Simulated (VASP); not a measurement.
**Be3Si: single point with PBE**

Be3Si:

```
Be Si
1.0
    -1.70557    1.70557    3.42313
     1.70557   -1.70557    3.42313
     1.70557    1.70557   -3.42313
Be Si
3 1
Direct
  0.75000 0.25000 0.50000
  0.25000 0.75000 0.50000
  0.50000 0.50000 0.00000
  0.00000 0.00000 0.00000
```

The cell comes from a database or a generator and needn't be the stable form of this composition.

| Quantity | Value |
| --- | --- |
| Program | VASP 6.6.1 |
| Task | single point |
| Functional | PBE |
| Potentials or basis | VASP PAW PBE potentials, release 64 (Be, Si) |
| Cutoff | 520 eV |
| k mesh | 7 × 7 × 8 |
| Occupations | fermi-dirac, width 0.15 eV |
| Spin | no spin polarisation |

- Pressure: -1.0 GPa
- Largest force: 0.012 eV/Å
- Band gap on the k mesh: none (metal or under the smearing width)

Forces on the atoms (eV/Å):
```
Be   0.009 -0.009  0.000
Be  -0.009  0.009  0.000
Be   0.000  0.000  0.000
Si   0.000  0.000  0.000
```

Stress tensor (GPa, compression positive):
```
-0.98  0.17  0.45
 0.17 -0.98  0.45
 0.45  0.45 -1.06
```

Levels at points of the mesh, in eV from the Fermi level:
```csv
k point,band 1,band 2,band 3,band 4,band 5,band 6,band 7,band 8,band 9,band 10
"(0.00, 0.00, 0.00)",-12.67,-3.37,-0.59,-0.59,0.16,0.16,0.86,1.16,2.22,4.49
"(0.00, 0.00, 0.50)",-8.07,-6.77,-5.80,-5.12,-3.10,-1.44,2.56,3.05,5.43,7.13
```

It took 83 s on 1 thread of Intel(R) Xeon(R) Platinum 8259CL CPU @ 2.50GHz (Skylake/Cascade Lake), with other jobs on the host, peak memory 0.22 GiB.
